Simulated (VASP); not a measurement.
Output of a VASP run:

File OUTCAR:
```
 ion  position               nearest neighbor table
   1  0.000  0.000  0.000-   3 2.82   4 2.82   5 2.82   3 2.82   4 2.82   3 2.82   5 2.82   3 2.82
                             4 2.82   5 2.82   4 2.82   5 2.82   2 3.46   2 3.46   2 3.46   2 3.46
   2  0.500  0.500  0.500-   3 2.00   4 2.00   5 2.00   5 2.00   4 2.00   3 2.00   1 3.46   1 3.46
                             1 3.46   1 3.46   1 3.46   1 3.46   1 3.46   1 3.46
   3  0.000  0.500  0.500-   2 2.00   2 2.00   1 2.82   1 2.82   1 2.82   1 2.82
   4  0.500  0.000  0.500-   2 2.00   2 2.00   1 2.82   1 2.82   1 2.82   1 2.82
   5  0.500  0.500  0.000-   2 2.00   2 2.00   1 2.82   1 2.82   1 2.82   1 2.82
  LATTYP: Found a simple cubic cell.
 ALAT       =     3.9921149224
 Subroutine PRICEL returns:
 Original cell was already a primitive cell.
 Subroutine GETGRP returns: Found 48 space group operations
The static configuration has the point symmetry O_h .
The dynamic configuration has the point symmetry O_h .
 Subroutine INISYM returns: Found 48 space group operations
 Subroutine IBZKPT returns following result:
 Found     20 irreducible k-points:

 Following reciprocal coordinates:
            Coordinates               Weight
  0.000000  0.000000  0.000000      1.000000
  0.166667  0.000000  0.000000      6.000000
  0.333333  0.000000  0.000000      6.000000
  0.500000  0.000000  0.000000      3.000000
  0.166667  0.166667  0.000000     12.000000
  0.333333  0.166667  0.000000     24.000000
  0.500000  0.166667  0.000000     12.000000
  0.333333  0.333333  0.000000     12.000000
  0.500000  0.333333  0.000000     12.000000
  0.500000  0.500000  0.000000      3.000000
  0.166667  0.166667  0.166667      8.000000
  0.333333  0.166667  0.166667     24.000000
  0.500000  0.166667  0.166667     12.000000
  0.333333  0.333333  0.166667     24.000000
  0.500000  0.333333  0.166667     24.000000
  0.500000  0.500000  0.166667      6.000000
  0.333333  0.333333  0.333333      8.000000
  0.500000  0.333333  0.333333     12.000000
  0.500000  0.500000  0.333333      6.000000
  0.500000  0.500000  0.500000      1.000000
   k-points           NKPTS =     20   k-points in BZ     NKDIM =     20   number of bands    NBANDS=     21
   number of dos      NEDOS =    601   number of ions     NIONS =      5
   total plane-waves  NPLWV =  27000
   dimension x,y,z NGX =    30 NGY =   30 NGZ =   30
   dimension x,y,z NGXF=    60 NGYF=   60 NGZF=   60
   ions per type =               1   1   3
   PREC   = accura    normal or accurate (medium, high low for compatibility)
   ISTART =      0    job   : 0-new  1-cont  2-samecut
   ICHARG =      2    charge: 1-file 2-atom 10-const
   ISPIN  =      1    spin polarized calculation?
   LNONCOLLINEAR =      F non collinear calculations
   LSORBIT =      F    spin-orbit coupling
   INIWAV =      1    electr: 0-lowe 1-rand  2-diag
   ENCUT  =  520.0 eV  38.22 Ry    6.18 a.u.   7.42  7.42  7.42*2*pi/ulx,y,z
   NELM   =    100;   NELMIN=  2; NELMDL= -5     # of ELM steps
   EDIFF  = 0.1E-06   stopping-criterion for ELM
   LREAL  =      F    real-space projection
   NLSPLINE    = F    spline interpolate recip. space projectors
   LMAXMIX     =    4 max onsite mixed and CHGCAR
   VOSKOWN=      0    Vosko Wilk Nusair interpolation
   EDIFFG = 0.1E-05   stopping-criterion for IOM
   NSW    =      0    number of steps for IOM
   NBLOCK =      1;   KBLOCK =      1    inner block; outer block
   IBRION =     -1    ionic relax: 0-MD 1-quasi-New 2-CG
   NFREE  =      0    steps in history (QN), initial steepest desc. (CG)
   ISIF   =      2    stress and relaxation
   ISYM   =      2    0-nonsym 1-usesym 2-fastsym
   TEIN   =    0.0    initial temperature
   TEBEG  =    0.0;   TEEND  =   0.0 temperature during run
   SMASS  =  -3.00    Nose mass-parameter (am)
   PSTRESS=    0.0 pullay stress
   NELECT =      34.0000    total number of electrons
   EFERMI =   0.00;   METHOD = LEGACY
   ISMEAR =    -5;   SIGMA  =   0.20  broadening in eV -4-tet -1-fermi 0-gaus
   IALGO  =     38    algorithm
   LDIAG  =      T    sub-space diagonalisation (order eigenvalues)
   IMIX   =      4    mixing-type and parameters
     AMIX     =   0.40;   BMIX     =  1.00
     AMIX_MAG =   1.60;   BMIX_MAG =  1.00
...
```

OSZICAR:
```
       N       E                     dE             d eps       ncg     rms          rms(c)
DAV:   1     0.220315276673E+03    0.22032E+03   -0.19467E+04   840   0.167E+03
DAV:   2    -0.543063442255E+02   -0.27462E+03   -0.26779E+03  1088   0.379E+02
DAV:   3    -0.682479237899E+02   -0.13942E+02   -0.13904E+02  1309   0.827E+01
DAV:   4    -0.688886581815E+02   -0.64073E+00   -0.64003E+00  1275   0.122E+01
DAV:   5    -0.689012409903E+02   -0.12583E-01   -0.12583E-01  1142   0.132E+00    0.823E+00
DAV:   6    -0.590694982018E+02    0.98317E+01   -0.38541E+00   965   0.166E+01    0.362E+00
DAV:   7    -0.564949218617E+02    0.25746E+01   -0.21417E+00   945   0.154E+01    0.207E+00
DAV:   8    -0.606665485795E+02   -0.41716E+01   -0.13173E+00   875   0.121E+01    0.120E+00
DAV:   9    -0.563474928430E+02    0.43191E+01   -0.90045E-01   860   0.761E+00    0.124E+00
DAV:  10    -0.569393908565E+02   -0.59190E+00   -0.40867E-01   940   0.596E+00    0.347E-01
DAV:  11    -0.568043411334E+02    0.13505E+00   -0.21965E-02  1154   0.134E+00    0.411E-01
DAV:  12    -0.570689845778E+02   -0.26464E+00   -0.12156E-01   885   0.317E+00    0.162E-01
DAV:  13    -0.570712728606E+02   -0.22883E-02   -0.49649E-03  1006   0.739E-01    0.467E-02
DAV:  14    -0.570707391801E+02    0.53368E-03   -0.54406E-04  1195   0.206E-01    0.549E-02
DAV:  15    -0.570704296544E+02    0.30953E-03   -0.10183E-03   940   0.274E-01    0.239E-02
DAV:  16    -0.570710722135E+02   -0.64256E-03   -0.11822E-04   998   0.115E-01    0.187E-02
DAV:  17    -0.570713573200E+02   -0.28511E-03   -0.15726E-04   955   0.122E-01    0.861E-03
DAV:  18    -0.570713543243E+02    0.29957E-05   -0.65785E-06   973   0.235E-02    0.366E-03
DAV:  19    -0.570713625074E+02   -0.81832E-05   -0.13711E-06   960   0.142E-02    0.290E-03
DAV:  20    -0.570713679969E+02   -0.54895E-05   -0.24285E-06   920   0.189E-02    0.780E-04
DAV:  21    -0.570713683864E+02   -0.38943E-06   -0.26296E-07   824   0.472E-03    0.524E-04
DAV:  22    -0.570713686143E+02   -0.22794E-06   -0.62080E-08   590   0.199E-03    0.723E-04
DAV:  23    -0.570713686452E+02   -0.30922E-07   -0.74027E-08   560   0.233E-03
   1 F= -.57071369E+02 E0= -.57071369E+02  d E =0.000000E+00
       N       E                     dE             ncg
       N       E                     dE             ncg
       N       E                     dE             ncg
```

**OUTCAR**
```
------------------------ aborting loop because EDIFF is reached ----------------------------------------
  FORCE on cell =-STRESS in cart. coord.  units (eV):
  Direction    XX          YY          ZZ          XY          YZ          ZX
  --------------------------------------------------------------------------------------
  Total        0.0294185      0.0294185      0.0294185      0.0000000     -0.0000000      0.0000000
  in kB        0.7408367      0.7408367      0.7408367      0.0000000     -0.0000000      0.0000000
  external PRESSURE =       0.7408367 kB  Pullay stress =       0.0000000 kB
  volume of cell :       63.62
      direct lattice vectors                 reciprocal lattice vectors
     3.992114922  0.000000000  0.000000000     0.250493791  0.000000000  0.000000000
     0.000000000  3.992114922  0.000000000     0.000000000  0.250493791  0.000000000
     0.000000000  0.000000000  3.992114922     0.000000000  0.000000000  0.250493791
 POSITION                                       TOTAL-FORCE (eV/Angst)
 -----------------------------------------------------------------------------------
      0.00000      0.00000      0.00000         0.000000      0.000000      0.000000
      1.99606      1.99606      1.99606         0.000000      0.000000      0.000000
      0.00000      1.99606      1.99606         0.000000      0.000000      0.000000
      1.99606      0.00000      1.99606         0.000000      0.000000      0.000000
      1.99606      1.99606      0.00000         0.000000      0.000000      0.000000
 -----------------------------------------------------------------------------------
    total drift:                                0.000000      0.000000     -0.000000
  FREE ENERGIE OF THE ION-ELECTRON SYSTEM (eV)
  ---------------------------------------------------
  free  energy   TOTEN  =       -57.0713686452 eV

  energy  without entropy=      -57.0713686452  energy(sigma->0) =      -57.07136865

 total charge

# of ion       s       p       d       tot
------------------------------------------
    1        2.006   5.659   0.192   7.857
    2        2.014   0.017   0.000   2.031
    3        1.736   4.408   0.000   6.144
    4        1.736   4.408   0.000   6.144
    5        1.736   4.408   0.000   6.144
--------------------------------------------------
tot          9.228  18.899   0.192  28.319
```
(Selected blocks of OUTCAR.)

**POSCAR**
```
BaLiF3
1
    3.9921149224    -0.0000000000     0.0000000000
   -0.0000000000     3.9921149224    -0.0000000000
   -0.0000000000    -0.0000000000     3.9921149224
Ba Li F
1 1 3
Direct
  0.0000000000   0.0000000000   0.0000000000
  0.5000000000   0.5000000000   0.5000000000
  0.0000000000   0.5000000000   0.5000000000
  0.5000000000   0.0000000000   0.5000000000
  0.5000000000   0.5000000000   0.0000000000
```

Write an INCAR and KPOINTS that could have produced this output.

This is not unique; one that fits is the input of the run itself, r2SCAN meta-GGA, plane waves, VASP's PBE PAW potentials (set 64).

INCAR:
```
# general
SYSTEM  = BaLiF3
PREC    = Accurate
ENCUT   = 520   # plane-wave cut-off (eV)
LREAL   = F
LASPH   = T   # aspherical one-centre terms

# electronic loop
EDIFF   = 1E-7
NELM    = 100   # most electronic steps
ALGO    = Normal   # blocked Davidson
LMAXMIX = 4
LMIXTAU = T

# smearing
ISMEAR  = -5   # tetrahedra, Bloechl

# functional
METAGGA = R2SCAN

# ions
ISIF    = 2   # forces and stress, cell fixed

# output
LWAVE   = F
LCHARG  = F
LORBIT  = 11
NEDOS   = 601   # DOS grid
```

File KPOINTS:
```
kpoints
0
gamma
6 6 6
0 0 0
```

### KPOINTS_OPT
```
k-points along high-symmetry lines
10
Line-mode
Reciprocal
  0.000000   0.000000   0.000000 ! GAMMA
  0.000000   0.500000   0.000000 ! X

  0.000000   0.500000   0.000000 ! X
  0.500000   0.500000   0.000000 ! M

  0.500000   0.500000   0.000000 ! M
  0.000000   0.000000   0.000000 ! GAMMA

  0.000000   0.000000   0.000000 ! GAMMA
  0.500000   0.500000   0.500000 ! R

  0.500000   0.500000   0.500000 ! R
  0.000000   0.500000   0.000000 ! X

  0.500000   0.500000   0.500000 ! R
  0.500000   0.500000   0.000000 ! M
```

POTCAR, in this order: Ba_sv Li_sv F (PBE.64 set). Program: vasp_std.

The structure comes from a computed database's BaLiF3 entry (Pm-3m); how it stands against other phases isn't given here. It was relaxed first.
